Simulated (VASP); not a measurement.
Computed with PBE GGA, VASP's PBE PAW potentials (set 64) (plane waves; VASP 6.6.1).

A VASP calculation is set up with these files.

File KPOINTS:
```
k-points along high-symmetry lines
15
Line-mode
Reciprocal
  0.000000   0.000000   0.000000 ! GAMMA
 -0.500000  -0.500000   0.000000 ! X

 -0.500000  -0.500000   0.000000 ! X
 -0.375000  -0.375000   0.250000 ! U

 -0.375000  -0.000000   0.375000 ! K
  0.000000   0.000000   0.000000 ! GAMMA

  0.000000   0.000000   0.000000 ! GAMMA
 -0.000000  -0.000000   0.500000 ! L

 -0.000000  -0.000000   0.500000 ! L
 -0.500000  -0.250000   0.250000 ! W

 -0.500000  -0.250000   0.250000 ! W
 -0.500000  -0.500000   0.000000 ! X
```

File POSCAR:
```
BN
1
   -0.0000000000     1.8127176363     1.8127176363
    1.8127176363     0.0000000000     1.8127176363
    1.8127176363     1.8127176363     0.0000000000
B N
1 1
Direct
  0.0000000000   0.0000000000   0.0000000000
  0.2500000000   0.2500000000   0.2500000000
```

**INCAR**
```
EDIFF = 1E-7   # SCF stop (eV)
LCHARG = .FALSE.
LREAL = .FALSE.   # projection in real space or not
GGA = PE   # PBE
PREC = Accurate
ICHARG = 11
ISMEAR = 0   # Gaussian
ENCUT = 520   # plane-wave cut-off (eV)
LASPH = .TRUE.   # aspherical one-centre terms
LWAVE = .FALSE.
SIGMA = 0.05
LORBIT = 11
NELM = 100
SYSTEM = BN
ALGO = Normal   # blocked Davidson
```

POTCAR, in this order: B N (PBE.64 set). Program: vasp_std. Read from the step before: CHGCAR.

The resulting files:

File OSZICAR:
```
       N       E                     dE             d eps       ncg     rms          rms(c)
DAV:   1     0.128373507216E+02    0.12837E+02   -0.53322E+03  1464   0.991E+02
DAV:   2    -0.152829573181E+02   -0.28120E+02   -0.26230E+02  1976   0.168E+02
DAV:   3    -0.154696873169E+02   -0.18673E+00   -0.18673E+00  1728   0.175E+01
DAV:   4    -0.154698420726E+02   -0.15476E-03   -0.15476E-03  1952   0.424E-01
DAV:   5    -0.154698421484E+02   -0.75745E-07   -0.75743E-07  1600   0.759E-03
DAV:   6    -0.154698421485E+02   -0.13927E-09   -0.13917E-09  1888   0.256E-04
   1 F= -.15469842E+02 E0= -.15469842E+02  d E =-.851656E-12
```

**OUTCAR**
```
 val. band max:        7.2968250244   @ k =   0.0000   0.0000   0.0000

 cond. band min:      11.7469716661   @ k =  -0.5000  -0.5000   0.0000



 k-point     1 :       0.0000    0.0000    0.0000
  band No.  band energies     occupation
      1     -12.8359      2.00000
      2       7.2968      2.00000
      3       7.2968      2.00000
      4       7.2968      2.00000
      5      16.0755      0.00000
      6      16.0755      0.00000
      7      16.0755      0.00000
      8      17.5059      0.00000

 k-point     2 :      -0.0357   -0.0357    0.0000
  band No.  band energies     occupation
      1     -12.7947      2.00000
      2       7.1822      2.00000
      3       7.1890      2.00000
      4       7.1890      2.00000
      5      15.9993      0.00000
      6      16.2178      0.00000
      7      16.2178      0.00000
      8      17.6426      0.00000

 k-point     3 :      -0.0714   -0.0714    0.0000
  band No.  band energies     occupation
      1     -12.6713      2.00000
      2       6.8538      2.00000
      3       6.8884      2.00000
      4       6.8884      2.00000
      5      15.8093      0.00000
      6      16.6211      0.00000
      7      16.6211      0.00000
      8      17.9914      0.00000

 k-point     4 :      -0.1071   -0.1071    0.0000
  band No.  band energies     occupation
      1     -12.4669      2.00000
      2       6.3492      2.00000
      3       6.4492      2.00000
      4       6.4492      2.00000
      5      15.5515      0.00000
      6      17.2298      0.00000
      7      17.2298      0.00000
      8      18.4414      0.00000

 k-point     5 :      -0.1429   -0.1429    0.0000
  band No.  band energies     occupation
      1     -12.1829      2.00000
      2       5.7117      2.00000
      3       5.9302      2.00000
      4       5.9302      2.00000
      5      15.2432      0.00000
      6      17.9829      0.00000
      7      17.9829      0.00000
      8      18.8742      0.00000
...
```

The density is held fixed in this step, so its total energy and stress have no physical meaning.

The compound is BN in the zinc blende structure. It was relaxed first.
